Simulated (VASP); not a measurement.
# Ga2PN (P-4m2) in VASP: further runs

Runs on Ga2PN. Level: PBE. Tasks: relaxation of cell and atoms.

Program: VASP 6.6.1. These are calculated values, not measurements. Logs are shortened: lines on timing, memory, paths and dates and some standing lists are left out, and cuts for length are marked.

### Step 1. Starting point

Symmetry: P-4m2, No. 115, tetragonal system. Conventional cell: a = 3.570 Å, b = 3.570 Å, c = 10.100 Å, α = 90.00°, β = 90.00°, γ = 90.00°. Around Ga (site symmetry 2mm) lie 2 N at 2.03 Å. Ga (site symmetry -4m2) is surrounded by 4 N at 2.05 Å. Ga (site symmetry -4m2) is surrounded by 4 P at 2.37 Å. P (site symmetry 2mm) is surrounded by 4 Ga at 2.34 to 2.37 Å. N (site symmetry 2mm) has 4 Ga at 2.03 to 2.05 Å as nearest neighbours.

The cell was built by a generator and needn't be a form met in nature.

### Step 2. Relaxation of cell and atoms, PBE

Contents of INCAR:

```
SYSTEM = Ga2PN
PREC = Normal
ENCUT = 520
EDIFF = 1E-4
ISMEAR = 0
SIGMA = 0.15
LREAL = .False.
LASPH = .True.
NELM = 60
ALGO = Fast
ISIF = 3
LWAVE = .False.
LCHARG = .False.
GGA = PE
IBRION = 2
NSW = 24
EDIFFG = -0.08
KPAR = 2
```

Contents of KPOINTS:

```
regular mesh
0
Gamma
  4 4 2
  0 0 0
```

Contents of POSCAR:

```
Ga2PN
1.0
    3.5700000000      0.0000000000      0.0000000000
    0.0000000000      3.5700000000      0.0000000000
    0.0000000000      0.0000000000     10.1000000000
Ga P N
4 2 2
Direct
    0.5000000000      0.5000000000      0.3050000000
    0.5000000000      0.5000000000      0.6950000000
    0.0000000000      0.0000000000      0.5000000000
    0.0000000000      0.0000000000      0.0000000000
    0.5000000000      0.0000000000      0.8450000000
    0.0000000000      0.5000000000      0.1550000000
    0.5000000000      0.0000000000      0.4000000000
    0.0000000000      0.5000000000      0.6000000000
```

Potentials or basis: VASP PAW PBE potentials, release 64 (Ga_d, P, N).

On the command line:

```bash
$ cat potpaw_PBE.64/Ga_d/POTCAR potpaw_PBE.64/P/POTCAR potpaw_PBE.64/N/POTCAR > POTCAR
$ mpirun -np 2 vasp_std > vasp.out
```

OUTCAR:

```text
SYSTEM = Ga2PN
   PREC = Normal
   ENCUT = 520
   EDIFF = 1E-4
   ISMEAR = 0
   LREAL = .False.
   LASPH = .True.
   NELM = 60
   ISIF = 3
   GGA = PE
   IBRION = 2
   NSW = 24
   EDIFFG = -0.08

 ion  position               nearest neighbor table
   1  0.500  0.500  0.305-   7 2.03   7 2.03   6 2.34   6 2.34
   2  0.500  0.500  0.695-   8 2.03   8 2.03   5 2.34   5 2.34
   3  0.000  0.000  0.500-   7 2.05   8 2.05   8 2.05   7 2.05
   4  0.000  0.000  0.000-   5 2.37   6 2.37   6 2.37   5 2.37
   5  0.500  0.000  0.845-   2 2.34   2 2.34   4 2.37   4 2.37
   6  0.000  0.500  0.155-   1 2.34   1 2.34   4 2.37   4 2.37
   7  0.500  0.000  0.400-   1 2.03   1 2.03   3 2.05   3 2.05
   8  0.000  0.500  0.600-   2 2.03   2 2.03   3 2.05   3 2.05

  LATTYP: Found a simple tetragonal cell.
 ALAT       =     3.5700000000
 C/A-ratio  =     2.8291316527

  Lattice vectors:

 A1 = (   3.5700000000,   0.0000000000,   0.0000000000)
 A2 = (   0.0000000000,   3.5700000000,   0.0000000000)
 A3 = (   0.0000000000,   0.0000000000,  10.1000000000)

Analysis of symmetry for initial positions (statically):
=====================================================================
 Subroutine PRICEL returns:
 Original cell was already a primitive cell.

 Routine SETGRP: Setting up the symmetry group for a
 simple tetragonal supercell.

 Subroutine GETGRP returns: Found  8 space group operations
 (whereof  8 operations were pure point group operations)
 out of a pool of 16 trial point group operations.

The static configuration has the point symmetry D_2d.

Analysis of symmetry for dynamics (positions and initial velocities):
=====================================================================
 Subroutine PRICEL returns:
 Original cell was already a primitive cell.

 Routine SETGRP: Setting up the symmetry group for a
 simple tetragonal supercell.

 Subroutine GETGRP returns: Found  8 space group operations
 (whereof  8 operations were pure point group operations)
 out of a pool of 16 trial point group operations.

The dynamic configuration has the point symmetry D_2d.

 Subroutine INISYM returns: Found  8 space group operations
 (whereof  8 operations are pure point group operations),
 and found     1 'primitive' translations

----------------------------------------------------------------------------------------

[... 81 lines left out ...]
 SYSTEM =  Ga2PN
   PREC   = normal    normal or accurate (medium, high low for compatibility)
   ISTART =      0    job   : 0-new  1-cont  2-samecut
   ICHARG =      2    charge: 1-file 2-atom 10-const
   ISPIN  =      1    spin polarized calculation?
   LNONCOLLINEAR =      F non collinear calculations
   LSORBIT =      F    spin-orbit coupling
   LASPH  =      T    aspherical Exc in radial PAW
   ENCUT  =  520.0 eV  38.22 Ry    6.18 a.u.   6.64  6.64 18.78*2*pi/ulx,y,z
   NELM   =     60;   NELMIN=  2; NELMDL= -5     # of ELM steps
   EDIFF  = 0.1E-03   stopping-criterion for ELM
   LREAL  =      F    real-space projection
   EDIFFG = -.8E-01   stopping-criterion for IOM
   NSW    =     24    number of steps for IOM
   IBRION =      2    ionic relax: 0-MD 1-quasi-New 2-CG
   NFREE  =      1    steps in history (QN), initial steepest desc. (CG)
   ISIF   =      3    stress and relaxation
   ISYM   =      2    0-nonsym 1-usesym 2-fastsym
   POTIM  = 0.5000    time-step for ionic-motion
   TEBEG  =    0.0;   TEEND  =   0.0 temperature during run
   PSTRESS=    0.0 pullay stress
   NELECT =      72.0000    total number of electrons
   NUPDOWN=      -1.0000    fix difference up-down
   EMIN   =  10.00;   EMAX   =-10.00  energy-range for DOS
   EFERMI =   0.00;   METHOD = LEGACY
   ISMEAR =     0;   SIGMA  =   0.15  broadening in eV -4-tet -1-fermi 0-gaus
   EFERMI_NEDOS =   21; number of points for ismear=-14 and -15
   IALGO  =     68    algorithm
   IMIX   =      4    mixing-type and parameters
     AMIX     =   0.40;   BMIX     =  1.00
     AMIX_MAG =   1.60;   BMIX_MAG =  1.00
  volume/ion in A,a.u.               =      16.09       108.58
  Fermi-wavevector in a.u.,A,eV,Ry     =   1.348859  2.548973 24.754702  1.819419
  Thomas-Fermi vector in A             =   2.476493
   LORBIT       =      0    0 simple, 1 ext, 2 COOP (PROOUT), +10 PAW based schemes
   GGA     = PE    functional components
   LHFCALC =     F    Hartree Fock is set to
   AEXX    =    0.0000 exact exchange contribution
   IVDW    =     0    specifies the selected vdW correction
   LEPSILON=     F    determine dielectric tensor
   LRPA    =     F    only Hartree local field effects (RPA)
 conjugate gradient relaxation of ions
 non-spin polarized calculation
 RMM-DIIS sequential band-by-band and
 Gauss-broadening in eV      SIGMA  =   0.15
  energy-cutoff  :      520.00
  volume of cell :      128.72
 maximum number of plane-waves:      3510
   NGX = 13   NGY = 13   NGZ = 37

--------------------------------------- Ionic step        1  -------------------------------------------

 number of electron      72.0000054 magnetization

 Free energy of the ion-electron system (eV)
  ---------------------------------------------------
  ext. energy  EPLUGINS =         0.00000000
  ---------------------------------------------------
  free energy    TOTEN  =       -40.67767352 eV

  energy without entropy =      -40.66549925  energy(sigma->0) =      -40.67158638

------------------------ aborting loop because EDIFF is reached ----------------------------------------

  FORCE on cell =-STRESS in cart. coord.  units (eV):
  Direction    XX          YY          ZZ          XY          YZ          ZX
  --------------------------------------------------------------------------------------
  -------------------------------------------------------------------------------------
  Total        0.2967279      0.2967279     -2.9384964      0.0000000      0.0000000      0.0000000
  in kB        3.6932706      3.6932706    -36.5744617      0.0000000      0.0000000      0.0000000
  external PRESSURE =      -9.7293068 kB  Pullay stress =       0.0000000 kB
[... 197 lines left out ...]
--------------------------------------- Ionic step        6  -------------------------------------------

 number of electron      72.0000128 magnetization

 Free energy of the ion-electron system (eV)
  ---------------------------------------------------
  ext. energy  EPLUGINS =         0.00000000
  ---------------------------------------------------
  free energy    TOTEN  =       -40.86491074 eV

  energy without entropy =      -40.86427983  energy(sigma->0) =      -40.86459528

 E-fermi :   5.5257     XC(G=0): -10.5544

 val. band max:        5.2605467053   @ k =   0.0000   0.0000   0.0000
 cond. band min:       5.7497371247   @ k =   0.0000   0.0000   0.0000
 fundamental gap:      0.4891904194
 Fermi energy:         5.5256961032

 k-point     1 :       0.0000    0.0000    0.0000
  band No.  band energies     occupation
      1     -10.5681      2.00000
      2     -10.3121      2.00000
      3      -9.4202      2.00000
      4      -9.4080      2.00000
      5      -9.4080      2.00000
      6      -9.3645      2.00000
[... 576 lines left out ...]
  FREE ENERGIE OF THE ION-ELECTRON SYSTEM (eV)
  ---------------------------------------------------
  free  energy   TOTEN  =       -40.8649107437 eV

  energy  without entropy=      -40.8642798254  energy(sigma->0) =      -40.86459528

 reached required accuracy - stopping structural energy minimisation
```

It took 54 s on 2 MPI ranks of Intel Xeon Platinum 8375C at 2.90GHz (Ice Lake), shared host; peak memory 0.19 GiB.

What came out:

| Property | Result |
| --- | --- |
| Free energy | -40.8649 eV |
| Relaxed volume | 15.86 Å³/atom |
| Relaxed cell | a = 3.605 Å, b = 3.605 Å, c = 9.766 Å, α = 90.00°, β = 90.00°, γ = 90.00° |
| Space group after relaxing (to 0.05 Å) | P-4m2 (No. 115) |
| Energy gained by relaxing | 23.4 meV/atom |
| Ionic steps | 6 |
| Pressure after relaxing | 0.0 GPa |
| Largest force after relaxing | 0.065 eV/Å |
| Band gap on the k mesh | 0.49 eV, direct |

Forces on the atoms (eV/Å):
```
Ga   0.000  0.000 -0.024
Ga   0.000  0.000  0.024
Ga   0.000  0.000  0.000
Ga   0.000  0.000  0.000
P    0.000  0.000 -0.008
P    0.000  0.000  0.008
N    0.000  0.000 -0.065
N    0.000  0.000  0.065
```

Stress tensor (GPa, compression positive):
```
-0.07  0.00  0.00
 0.00 -0.07  0.00
 0.00  0.00  0.14
```

The path:
| step | energy change (eV) | largest force (eV/Å) | pressure (GPa) | volume (Å³) |
| --- | --- | --- | --- | --- |
| 1 | 0.0000 | 0.9869 | -0.97 | 128.72 |
| 2 | -0.1489 | 0.4363 | 0.12 | 126.90 |
| 3 | -0.1633 | 0.3808 | 0.41 | 126.21 |
| 4 | -0.1834 | 0.1444 | 0.14 | 126.75 |
| 5 | -0.1837 | 0.1698 | 0.00 | 126.81 |
| 6 | -0.1872 | 0.0655 | 0.00 | 126.91 |

Final structure:
```
Ga P N
1.0
     3.60490    0.00000    0.00000
     0.00000    3.60490    0.00000
     0.00000    0.00000    9.76559
Ga P N
4 2 2
Direct
  0.50000 0.50000 0.29765
  0.50000 0.50000 0.70235
  0.00000 0.00000 0.50000
  0.00000 0.00000 0.00000
  0.50000 0.00000 0.85167
  0.00000 0.50000 0.14833
  0.50000 0.00000 0.40278
  0.00000 0.50000 0.59722
```

Caveat: the k mesh is coarse (spacing up to 0.44 Å⁻¹), so the values aren't converged; the relaxation stopped at a loose force limit of 0.08 eV/Å, so its end isn't a converged minimum.

### Step 3. Relaxation of cell and atoms, PBE

This run uses another cell than the first one, of 14.79 Å³/atom, 0.919 times its volume.

INCAR is that of step 2.

Contents of KPOINTS:

```
regular mesh
0
Gamma
  5 5 1
  0 0 0
```

Contents of POSCAR:

```
Ga2PN
1.0
    3.1937040900      0.0000000000      0.0000000000
   -1.5968520500      2.7658288800      0.0000000000
    0.0000000000      0.0000000000     13.3932678900
Ga P N
4 2 2
Direct
    0.3333333300      0.6666666700      0.0833157100
    0.3333333300      0.6666666700      0.4166842900
    0.6666666700      0.3333333300      0.5833157100
    0.6666666700      0.3333333300      0.9166842900
    0.3333333300      0.6666666700      0.7500000000
    0.6666666700      0.3333333300      0.2500000000
    0.0000000000      0.0000000000      0.0000000000
    0.0000000000      0.0000000000      0.5000000000
```

Potentials or basis: VASP PAW PBE potentials, release 64 (Ga_d, P, N).

On the command line:

```bash
$ cat potpaw_PBE.64/Ga_d/POTCAR potpaw_PBE.64/P/POTCAR potpaw_PBE.64/N/POTCAR > POTCAR
$ mpirun -np 2 vasp_std > vasp.out
```

OUTCAR:

```text
SYSTEM = Ga2PN
   PREC = Normal
   ENCUT = 520
   EDIFF = 1E-4
   ISMEAR = 0
   LREAL = .False.
   LASPH = .True.
   NELM = 60
   ISIF = 3
   GGA = PE
   IBRION = 2
   NSW = 24
   EDIFFG = -0.08

 ion  position               nearest neighbor table
   1  0.333  0.667  0.083-   7 2.16   7 2.16   7 2.16   4 2.89   4 2.89   4 2.89   6 2.90   6 2.90
                             6 2.90
   2  0.333  0.667  0.417-   8 2.16   8 2.16   8 2.16   3 2.89   3 2.89   3 2.89   6 2.90   6 2.90
                             6 2.90
   3  0.667  0.333  0.583-   8 2.16   8 2.16   8 2.16   2 2.89   2 2.89   2 2.89   5 2.90   5 2.90
                             5 2.90
   4  0.667  0.333  0.917-   7 2.16   7 2.16   7 2.16   1 2.89   1 2.89   1 2.89   5 2.90   5 2.90
                             5 2.90
   5  0.333  0.667  0.750-   3 2.90   4 2.90   3 2.90   4 2.90   3 2.90   4 2.90
   6  0.667  0.333  0.250-   1 2.90   2 2.90   1 2.90   2 2.90   1 2.90   2 2.90
   7  0.000  0.000  0.000-   1 2.16   4 2.16   4 2.16   1 2.16   4 2.16   1 2.16
   8  0.000  0.000  0.500-   2 2.16   3 2.16   3 2.16   2 2.16   3 2.16   2 2.16
[... 309 lines left out ...]

 number of electron      72.0000139 magnetization

------------------------ aborting loop because EDIFF is reached ----------------------------------------
[... 79 lines left out ...]
--------------------------------------- Ionic step       10  -------------------------------------------

 number of electron      72.0000172 magnetization

 Free energy of the ion-electron system (eV)
  ---------------------------------------------------
  ext. energy  EPLUGINS =         0.00000000
  ---------------------------------------------------
  free energy    TOTEN  =       -37.60180208 eV

  energy without entropy =      -37.58149102  energy(sigma->0) =      -37.59164655

 E-fermi :   7.7957     XC(G=0): -11.7805

 val. band max:        7.7956723148   @ k =   0.4000  -0.0000   0.0000
 cond. band min:       8.3369603794   @ k =   0.2000   0.0000   0.0000
 fundamental gap:      0.5412880646
 Fermi energy:         7.7956723991

 k-point     1 :       0.0000    0.0000    0.0000
  band No.  band energies     occupation
      1      -8.7695      2.00000
      2      -8.6225      2.00000
      3      -7.5062      2.00000
      4      -7.5062      2.00000
      5      -7.4987      2.00000
      6      -7.4985      2.00000
[... 254 lines left out ...]
  FREE ENERGIE OF THE ION-ELECTRON SYSTEM (eV)
  ---------------------------------------------------
  free  energy   TOTEN  =       -37.6018020840 eV

  energy  without entropy=      -37.5814910157  energy(sigma->0) =      -37.59164655

 reached required accuracy - stopping structural energy minimisation
```

OSZICAR:

```text
N       E                     dE             d eps       ncg     rms          rms(c)
DAV:   1     0.692454979901E+03    0.69245E+03   -0.32981E+04   449   0.280E+03
DAV:   2     0.848279316890E+02   -0.60763E+03   -0.59103E+03   462   0.663E+02
DAV:   3    -0.272639224995E+02   -0.11209E+03   -0.10885E+03   481   0.197E+02
[... 90 lines left out ...]
RMM:   3    -0.375960492307E+02   -0.17874E-01   -0.35360E-01   624   0.370E+00    0.291E-01
RMM:   4    -0.376008482151E+02   -0.47990E-02   -0.66936E-02   593   0.150E+00    0.143E-01
RMM:   5    -0.376016516727E+02   -0.80346E-03   -0.12167E-02   572   0.690E-01    0.799E-02
RMM:   6    -0.376017886282E+02   -0.13696E-03   -0.27413E-03   509   0.317E-01    0.204E-02
RMM:   7    -0.376018020840E+02   -0.13456E-04   -0.46958E-04   322   0.156E-01
  10 F= -.37601802E+02 E0= -.37591647E+02  d E =-.823584E-01
```

Wall time 64 s (2 MPI ranks of Intel Xeon Platinum 8375C at 2.90GHz (Ice Lake), shared host); peak memory 0.17 GiB.

Results:

| Item | Value |
| --- | --- |
| Free energy | -37.6018 eV |
| Relaxed volume | 13.32 Å³/atom |
| Relaxed cell | a = 3.216 Å, b = 3.216 Å, c = 11.898 Å, α = 90.00°, β = 90.00°, γ = 120.00° |
| Space group after relaxing (to 0.05 Å) | P6_3/mmc (No. 194) |
| Energy gained by relaxing | 192.2 meV/atom |
| Ionic steps | 10 |
| Pressure after relaxing | -0.1 GPa |
| Largest force after relaxing | 0.009 eV/Å |
| Band gap on the k mesh | none (metal or under the smearing width) |

Forces in eV/Å, atoms in the order of the input:
```
Ga   0.000  0.000 -0.009
Ga   0.000  0.000  0.009
Ga   0.000  0.000 -0.009
Ga   0.000  0.000  0.009
P    0.000  0.000  0.000
P    0.000  0.000  0.000
N    0.000  0.000  0.000
N    0.000  0.000  0.000
```

Step by step:
```tsv
step	energy change (eV)	largest force (eV/Å)	pressure (GPa)	volume (Å³)
1	0.0000	2.3268	-1.72	118.31
2	-0.8441	0.8092	-3.90	115.58
3	-1.0445	0.1761	-5.18	114.02
4	-1.2182	1.0256	-5.24	110.87
5	-1.2048	0.2238	-5.70	112.27
6	-1.2336	0.5615	-6.60	111.64
7	-1.1236	1.4475	9.69	100.24
8	-1.4555	0.7904	-0.52	106.35
9	-1.4556	0.8629	0.17	106.16
10	-1.5380	0.0091	-0.07	106.57
```

Final structure:
```
Ga P N
1.0
     3.21610    0.00000    0.00000
    -1.60805    2.78522    0.00000
     0.00000    0.00000   11.89767
Ga P N
4 2 2
Direct
  0.33333 0.66667 0.10243
  0.33333 0.66667 0.39757
  0.66667 0.33333 0.60243
  0.66667 0.33333 0.89757
  0.33333 0.66667 0.75000
  0.66667 0.33333 0.25000
  0.00000 0.00000 0.00000
  0.00000 0.00000 0.50000
```

Caveat: the k mesh is coarse (spacing up to 0.47 Å⁻¹), so the values aren't converged; the relaxation stopped at a loose force limit of 0.08 eV/Å, so its end isn't a converged minimum.
